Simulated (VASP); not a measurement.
Data:

```
CELL_PARAMETERS angstrom
      5.67250     0.00000     0.00000
      0.00000     5.67250     0.00000
      0.00000     0.00000     5.67250
ATOMIC_POSITIONS crystal
  Cs 0.00000 0.00000 0.00000
  Sn 0.50000 0.50000 0.50000
  I  0.50000 0.00000 0.50000
  I  0.00000 0.50000 0.50000
  I  0.50000 0.50000 0.00000
```

Level of theory: PBE GGA, VASP's PBE PAW potentials (set 64) (plane waves; VASP 6.6.1). Run with 500 eV cut-off, 6×6×6 Γ-centred mesh, first-order Methfessel-Paxton smearing of 0.10 eV, potentials Cs_sv Sn_d I.

**Question.** The ions, cell shape and volume at an external pressure of 10.0 GPa are relaxed. Predict the relaxed structure.

**Answer.** 
```
CELL_PARAMETERS angstrom
      5.66052     0.00000     0.00000
      0.00000     5.66052     0.00000
      0.00000     0.00000     5.66052
ATOMIC_POSITIONS crystal
  Cs 0.00000 0.00000 0.00000
  Sn 0.50000 0.50000 0.50000
  I  0.50000 0.00000 0.50000
  I  0.00000 0.50000 0.50000
  I  0.50000 0.50000 0.00000
```
Space group Pm-3m (221), at a tolerance of 0.03 Å.

**Question.** How do energy and volume change from the first to the last step?

**Answer.** The energy (σ→0) changes by +14.2 meV/atom and the volume by -0.6 %, in 3 ionic steps.

The compound is CsSnI3 in the cubic perovskite structure, the ideal cubic form; the compound distorts at low or room temperature. This run relaxes it under an external pressure of 10 GPa. Symmetry was kept, so distortions that lower it aren't found.
